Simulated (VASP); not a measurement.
# Hf3SnS4 (P3m1) in VASP: band structure with PBE

Aim: the band structure of Hf3SnS4 with PBE.

All numbers are computed with VASP 6.6.1; they aren't measurements. Logs are shortened: lines on timing, memory, paths and dates and some standing lists are left out, and cuts for length are marked.

## 1. The crystal as given

It takes space group P3m1 (No. 156, trigonal). Conventional cell: a = 3.611 Å, b = 3.611 Å, c = 17.495 Å, α = 90.00°, β = 90.00°, γ = 120.00°. Hf (site symmetry 3m) has 6 S at 2.55 Å as nearest neighbours. Hf (site symmetry 3m) has 3 S at 2.50 Å as nearest neighbours. Hf (site symmetry 3m) is surrounded by 3 S at 2.50 Å. Sn (site symmetry 3m) has 6 Hf at 3.03 to 3.04 Å as nearest neighbours. S (site symmetry 3m) has 3 Hf at 2.55 Å as nearest neighbours. S (site symmetry 3m) is surrounded by 3 Hf at 2.55 Å. Around S (site symmetry 3m) lie 3 Hf at 2.50 Å. S (site symmetry 3m) has 3 Hf at 2.50 Å as nearest neighbours.

The cell was built by a generator and needn't be a form met in nature.

## 2. Band structure, PBE

Input file INCAR:

```
SYSTEM = Hf3SnS4
PREC     = Accurate       ! precision mode
ENCUT    = 520            ! plane-wave cutoff, eV
EDIFF    = 1E-7           ! SCF threshold, eV
ISMEAR   = 0              ! smearing method
SIGMA    = 0.1            ! smearing width, eV
LREAL    = .FALSE.        ! projectors in reciprocal space
LASPH    = .TRUE.         ! aspherical terms in the spheres
NELM     = 60             ! most SCF steps
ALGO     = Normal         ! electronic algorithm
ISIF     = 2              ! what is computed and relaxed
LWAVE    = .FALSE.        ! write WAVECAR
LCHARG   = .FALSE.        ! write CHGCAR
LMAXMIX  = 4              ! l up to which the mixer works
GGA      = PE             ! functional
NBANDS   = 44             ! bands
```

Input file KPOINTS:

```
regular mesh
0
G
  10 10 2
  0 0 0
```

Input file POSCAR:

```
Hf3SnS4
1.0
    3.6112710000      0.0000000000      0.0000000000
   -1.8056350000      3.1274520000      0.0000000000
    0.0000000000      0.0000000000     17.4954300000
Hf Sn S
3 1 4
Direct
    0.6666670000      0.3333330000      0.0007190000
    0.3333330000      0.6666670000      0.3735390000
    0.3333330000      0.6666670000      0.6256300000
    0.0000000000      0.0000000000      0.4996010000
    0.0000000000      0.0000000000      0.9171600000
    0.3333330000      0.6666670000      0.0841890000
    0.6666670000      0.3333330000      0.2946190000
    0.6666670000      0.3333330000      0.7045710000
```

Input file KPOINTS_OPT:

```
path GMKGALHA,LM,KH
10
line-mode
reciprocal
 0.0000000000  0.0000000000  0.0000000000  G
 0.5000000000  0.0000000000  0.0000000000  M

 0.5000000000  0.0000000000  0.0000000000  M
 0.3333333333  0.3333333333  0.0000000000  K

 0.3333333333  0.3333333333  0.0000000000  K
 0.0000000000  0.0000000000  0.0000000000  G

 0.0000000000  0.0000000000  0.0000000000  G
 0.0000000000  0.0000000000  0.5000000000  A

 0.0000000000  0.0000000000  0.5000000000  A
 0.5000000000  0.0000000000  0.5000000000  L

 0.5000000000  0.0000000000  0.5000000000  L
 0.3333333333  0.3333333333  0.5000000000  H

 0.3333333333  0.3333333333  0.5000000000  H
 0.0000000000  0.0000000000  0.5000000000  A

 0.5000000000  0.0000000000  0.5000000000  L
 0.5000000000  0.0000000000  0.0000000000  M

 0.3333333333  0.3333333333  0.0000000000  K
 0.3333333333  0.3333333333  0.5000000000  H
```

Potentials or basis: VASP PAW PBE potentials, release 64 (Hf_pv, Sn_d, S).

Launch:

```
$ cat potpaw_PBE.64/Hf_pv/POTCAR potpaw_PBE.64/Sn_d/POTCAR potpaw_PBE.64/S/POTCAR > POTCAR
$ mpirun -np 1 vasp_std > vasp.out
```

OUTCAR:

```text
SYSTEM = Hf3SnS4
   PREC = Accurate
   ENCUT = 520
   EDIFF = 1E-7
   ISMEAR = 0
   LREAL = .FALSE.
   LASPH = .TRUE.
   NELM = 60
   ISIF = 2
   GGA = PE

 ion  position               nearest neighbor table
   1  0.667  0.333  0.001-   6 2.55   6 2.55   6 2.55   5 2.55   5 2.55   5 2.55
   2  0.333  0.667  0.374-   7 2.50   7 2.50   7 2.50   4 3.04   4 3.04   4 3.04
   3  0.333  0.667  0.626-   8 2.50   8 2.50   8 2.50   4 3.03   4 3.03   4 3.03
   4  0.000  0.000  0.500-   3 3.03   3 3.03   3 3.03   2 3.04   2 3.04   2 3.04
   5  0.000  0.000  0.917-   1 2.55   1 2.55   1 2.55
   6  0.333  0.667  0.084-   1 2.55   1 2.55   1 2.55
   7  0.667  0.333  0.295-   2 2.50   2 2.50   2 2.50
   8  0.667  0.333  0.705-   3 2.50   3 2.50   3 2.50

  LATTYP: Found a hexagonal cell.
 ALAT       =     3.6112710000
 C/A-ratio  =     4.8446738004

  Lattice vectors:

 A1 = (   3.6112710000,   0.0000000000,   0.0000000000)
 A2 = (  -1.8056350000,   3.1274520000,   0.0000000000)
 A3 = (   0.0000000000,   0.0000000000,  17.4954300000)

Analysis of symmetry for initial positions (statically):
=====================================================================
 Subroutine PRICEL returns:
 Original cell was already a primitive cell.

 Routine SETGRP: Setting up the symmetry group for a
 hexagonal supercell.

 Subroutine GETGRP returns: Found  6 space group operations
 (whereof  6 operations were pure point group operations)
 out of a pool of 24 trial point group operations.

The static configuration has the point symmetry C_3v.

Analysis of symmetry for dynamics (positions and initial velocities):
=====================================================================
 Subroutine PRICEL returns:
 Original cell was already a primitive cell.

 Routine SETGRP: Setting up the symmetry group for a
 hexagonal supercell.

 Subroutine GETGRP returns: Found  6 space group operations
 (whereof  6 operations were pure point group operations)
 out of a pool of 24 trial point group operations.

The dynamic configuration has the point symmetry C_3v.

 Subroutine INISYM returns: Found  6 space group operations
 (whereof  6 operations are pure point group operations),
 and found     1 'primitive' translations

----------------------------------------------------------------------------------------

                                     Primitive cell

  volume of cell :     197.5947

  direct lattice vectors                    reciprocal lattice vectors
     3.611271000  0.000000000  0.000000000     0.276910816  0.159874512  0.000000000
    -1.805635000  3.127452000  0.000000000     0.000000000  0.319749112  0.000000000
     0.000000000  0.000000000 17.495430000     0.000000000  0.000000000  0.057157783

  length of vectors
     3.611271000  3.611270381 17.495430000     0.319749057  0.319749112  0.057157783

  position of ions in fractional coordinates (direct lattice)
     0.666667000  0.333333000  0.000719000
     0.333333000  0.666667000  0.373539000
     0.333333000  0.666667000  0.625630000
     0.000000000  0.000000000  0.499601000
     0.000000000  0.000000000  0.917160000
     0.333333000  0.666667000  0.084189000
     0.666667000  0.333333000  0.294619000
     0.666667000  0.333333000  0.704571000

  ion indices of the primitive-cell ions
   primitive index   ion index
                 1           1
                 2           2
                 3           3
                 4           4
                 5           5
                 6           6
                 7           7
                 8           8

----------------------------------------------------------------------------------------

 KPOINTS: regular mesh

Automatic generation of k-mesh.
 Grid dimensions read from file:
 generate k-points for:   10   10    2

 Generating k-lattice:

  Cartesian coordinates                     Fractional coordinates (reciprocal lattice)
     0.027691082  0.015987451  0.000000000     0.100000000 -0.000000000  0.000000000
     0.000000000  0.031974911  0.000000000     0.000000000  0.100000000  0.000000000
     0.000000000  0.000000000  0.028578892     0.000000000  0.000000000  0.500000000

  Length of vectors
     0.031974906  0.031974911  0.028578892

  Shift w.r.t. Gamma in fractional coordinates (k-lattice)
     0.000000000  0.000000000  0.000000000

 Subroutine IBZKPT returns following result:
 ===========================================

 Found     28 irreducible k-points:

 Following reciprocal coordinates:
            Coordinates               Weight
  0.000000  0.000000  0.000000      1.000000
  0.100000 -0.000000  0.000000      6.000000
  0.200000 -0.000000  0.000000      6.000000
  0.300000  0.000000  0.000000      6.000000
  0.400000  0.000000  0.000000      6.000000
  0.500000  0.000000  0.000000      3.000000
[... 16 lines left out ...]
  0.300000  0.100000  0.500000     12.000000
  0.400000  0.100000  0.500000     12.000000
 [... further k-points ...]
   k-points           NKPTS =     28   k-points in BZ     NKDIM =     28   number of bands    NBANDS=     44
   number of dos      NEDOS =    301   number of ions     NIONS =      8
   total plane-waves  NPLWV = 109760
   dimension x,y,z NGX =    28 NGY =   28 NGZ =  140
   dimension x,y,z NGXF=    56 NGYF=   56 NGZF=  280
   ions per type =               3   1   4
   NGX,Y,Z   is equivalent  to a cutoff of  12.89, 12.89, 13.30 a.u.
   NGXF,Y,Z  is equivalent  to a cutoff of  25.78, 25.78, 26.61 a.u.
 SYSTEM =  Hf3SnS4
   PREC   = accura    normal or accurate (medium, high low for compatibility)
   ISTART =      0    job   : 0-new  1-cont  2-samecut
   ICHARG =      2    charge: 1-file 2-atom 10-const
   ISPIN  =      1    spin polarized calculation?
   LNONCOLLINEAR =      F non collinear calculations
   LSORBIT =      F    spin-orbit coupling
   LASPH  =      T    aspherical Exc in radial PAW
   ENCUT  =  520.0 eV  38.22 Ry    6.18 a.u.   6.71  6.71 32.53*2*pi/ulx,y,z
   NELM   =     60;   NELMIN=  2; NELMDL= -5     # of ELM steps
   EDIFF  = 0.1E-06   stopping-criterion for ELM
   LREAL  =      F    real-space projection
   EDIFFG = 0.1E-05   stopping-criterion for IOM
   NSW    =      0    number of steps for IOM
   IBRION =     -1    ionic relax: 0-MD 1-quasi-New 2-CG
   NFREE  =      0    steps in history (QN), initial steepest desc. (CG)
   ISIF   =      2    stress and relaxation
   ISYM   =      2    0-nonsym 1-usesym 2-fastsym
   POTIM  = 0.5000    time-step for ionic-motion
   TEBEG  =    0.0;   TEEND  =   0.0 temperature during run
   PSTRESS=    0.0 pullay stress
   NELECT =      68.0000    total number of electrons
   NUPDOWN=      -1.0000    fix difference up-down
   EMIN   =  10.00;   EMAX   =-10.00  energy-range for DOS
   EFERMI =   0.00;   METHOD = LEGACY
   ISMEAR =     0;   SIGMA  =   0.10  broadening in eV -4-tet -1-fermi 0-gaus
   EFERMI_NEDOS =   21; number of points for ismear=-14 and -15
   IALGO  =     38    algorithm
   IMIX   =      4    mixing-type and parameters
     AMIX     =   0.40;   BMIX     =  1.00
     AMIX_MAG =   1.60;   BMIX_MAG =  1.00
  volume/ion in A,a.u.               =      24.70       166.68
  Fermi-wavevector in a.u.,A,eV,Ry     =   1.147236  2.167961 17.907307  1.316150
  Thomas-Fermi vector in A             =   2.283917
   LORBIT       =      0    0 simple, 1 ext, 2 COOP (PROOUT), +10 PAW based schemes
   GGA     = PE    functional components
   LHFCALC =     F    Hartree Fock is set to
   AEXX    =    0.0000 exact exchange contribution
   IVDW    =     0    specifies the selected vdW correction
   LEPSILON=     F    determine dielectric tensor
   LRPA    =     F    only Hartree local field effects (RPA)
 non-spin polarized calculation
 Gauss-broadening in eV      SIGMA  =   0.10
  energy-cutoff  :      520.00
  volume of cell :      197.59
 maximum number of plane-waves:      5370
 NGX is ok and might be reduce to    28
   NGX = 13   NGY = 13   NGZ = 65

 number of electron      68.0000003 magnetization

 Free energy of the ion-electron system (eV)
  ---------------------------------------------------
  ext. energy  EPLUGINS =         0.00000000
  ---------------------------------------------------
  free energy    TOTEN  =       -59.91105894 eV

  energy without entropy =      -59.87258435  energy(sigma->0) =      -59.89182164

 E-fermi :   4.3385     XC(G=0):  -9.4246

 val. band max:        4.3339914607   @ k =   0.4000   0.1000   0.0000
 cond. band min:       4.3410708570   @ k =   0.4000   0.1000   0.5000
 fundamental gap:      0.0070793963
 Fermi energy:         4.3385327961

 k-point     1 :       0.0000    0.0000    0.0000
  band No.  band energies     occupation
      1     -27.4164      2.00000
      2     -27.3088      2.00000
      3     -27.3088      2.00000
      4     -27.1684      2.00000
      5     -27.1594      2.00000
      6     -27.0792      2.00000
[... 36 lines left out ...]
     43       6.6470      0.00000
     44       7.7081      0.00000

 k-point     2 :       0.1000   -0.0000    0.0000
  band No.  band energies     occupation
      1     -27.4127      2.00000
      2     -27.3283      2.00000
      3     -27.3132      2.00000
      4     -27.1654      2.00000
      5     -27.1569      2.00000
      6     -27.0975      2.00000
[... 36 lines left out ...]
     43       6.9571      0.00000
     44       7.7170      0.00000

 k-point     3 :       0.2000   -0.0000    0.0000
  band No.  band energies     occupation
      1     -27.4030      2.00000
      2     -27.3790      2.00000
      3     -27.3247      2.00000
      4     -27.1607      2.00000
      5     -27.1564      2.00000
      6     -27.1419      2.00000
[... 976 lines left out ...]
     43       7.5647      0.00000
     44       8.1404      0.00000

 k-point    24 :       0.4000    0.1000    0.5000
  band No.  band energies     occupation
      1     -27.4989      2.00000
      2     -27.3765      2.00000
      3     -27.3655      2.00000
      4     -27.2614      2.00000
      5     -27.2599      2.00000
      6     -27.1346      2.00000
[... 36 lines left out ...]
     43       7.7728      0.00000
     44       7.7868      0.00000

 [... further k-points ...]
[... 5 lines left out ...]
  --------------------------------------------------------------------------------------
  -------------------------------------------------------------------------------------
  Total       -0.0114882     -0.0114882      0.0006310     -0.0000000      0.0000000     -0.0000000
  in kB       -0.0931508     -0.0931508      0.0051167     -0.0000000      0.0000000     -0.0000000
  external PRESSURE =      -0.0603950 kB  Pullay stress =       0.0000000 kB

 VOLUME and BASIS-vectors are now :
 -----------------------------------------------------------------------------
  energy-cutoff  :      520.00
  volume of cell :      197.59
      direct lattice vectors                 reciprocal lattice vectors
     3.611271000  0.000000000  0.000000000     0.276910816  0.159874512  0.000000000
    -1.805635000  3.127452000  0.000000000     0.000000000  0.319749112  0.000000000
     0.000000000  0.000000000 17.495430000     0.000000000  0.000000000  0.057157783

 POSITION                                       TOTAL-FORCE (eV/Angst)
 -----------------------------------------------------------------------------------
      1.80564      1.04248      0.01258         0.000000      0.000000      0.000352
     -0.00000      2.08497      6.53523        -0.000000      0.000000      0.004532
     -0.00000      2.08497     10.94567         0.000000     -0.000000     -0.004051
      0.00000      0.00000      8.74073         0.000000      0.000000     -0.000889
      0.00000      0.00000     16.04611         0.000000      0.000000      0.002696
     -0.00000      2.08497      1.47292        -0.000000      0.000000     -0.001357
      1.80564      1.04248      5.15449        -0.000000     -0.000000      0.002790
      1.80564      1.04248     12.32677         0.000000     -0.000000     -0.004073
 -----------------------------------------------------------------------------------
    total drift:                               -0.000397      0.000227      0.000515

  FREE ENERGIE OF THE ION-ELECTRON SYSTEM (eV)
  ---------------------------------------------------
  free  energy   TOTEN  =       -59.9110589385 eV

  energy  without entropy=      -59.8725843465  energy(sigma->0) =      -59.89182164
```

Wall time 8.4 min (1 thread of Intel Xeon 6975P-C (Granite Rapids), shared host); peak memory 0.57 GiB.

What came out:

```yaml
Free_energy: -59.9111 eV
Pressure: 0.0 GPa
Largest_force: 0.005 eV/Å
Band_gap_along_the_path: none (metal or under the smearing width)
```

Forces on the atoms (eV/Å):
```
Hf   0.000  0.000  0.000
Hf   0.000  0.000  0.005
Hf   0.000  0.000 -0.004
Sn   0.000  0.000 -0.001
S    0.000  0.000  0.003
S    0.000  0.000 -0.001
S    0.000  0.000  0.003
S    0.000  0.000 -0.004
```

Levels at the corners of the path, in eV from the Fermi level:
```
point  band 31  band 32  band 33  band 34  band 35  band 36  band 37  band 38
    Γ    -1.13    -1.13     0.96     0.96     1.03     1.11     1.11     1.20
    M    -2.49    -2.36    -2.17    -0.23    -0.04     0.11     0.62     1.85
    M    -2.49    -2.36    -2.17    -0.23    -0.04     0.11     0.62     1.85
    K    -2.91    -2.74    -2.53    -2.50     0.07     0.98     1.73     2.02
    K    -2.91    -2.74    -2.53    -2.50     0.07     0.98     1.73     2.02
    Γ    -1.13    -1.13     0.96     0.96     1.03     1.11     1.11     1.20
    Γ    -1.13    -1.13     0.96     0.96     1.03     1.11     1.11     1.20
    A    -1.13    -1.13     0.96     0.96     1.11     1.11     1.16     1.20
    A    -1.13    -1.13     0.96     0.96     1.11     1.11     1.16     1.20
    L    -2.50    -2.35    -2.17    -0.24    -0.01     0.09     0.62     1.85
    L    -2.50    -2.35    -2.17    -0.24    -0.01     0.09     0.62     1.85
    H    -2.99    -2.69    -2.53    -2.50     0.07     0.98     1.74     2.03
    H    -2.99    -2.69    -2.53    -2.50     0.07     0.98     1.74     2.03
    A    -1.13    -1.13     0.96     0.96     1.11     1.11     1.16     1.20
    L    -2.50    -2.35    -2.17    -0.24    -0.01     0.09     0.62     1.85
    M    -2.49    -2.36    -2.17    -0.23    -0.04     0.11     0.62     1.85
    K    -2.91    -2.74    -2.53    -2.50     0.07     0.98     1.73     2.02
    H    -2.99    -2.69    -2.53    -2.50     0.07     0.98     1.74     2.03
```

Caveat: spin-orbit coupling is left out, which moves the levels of the heavy elements; this functional lacks dispersion, which binds the layers, so the pressure and a relaxed spacing across them are unreliable.
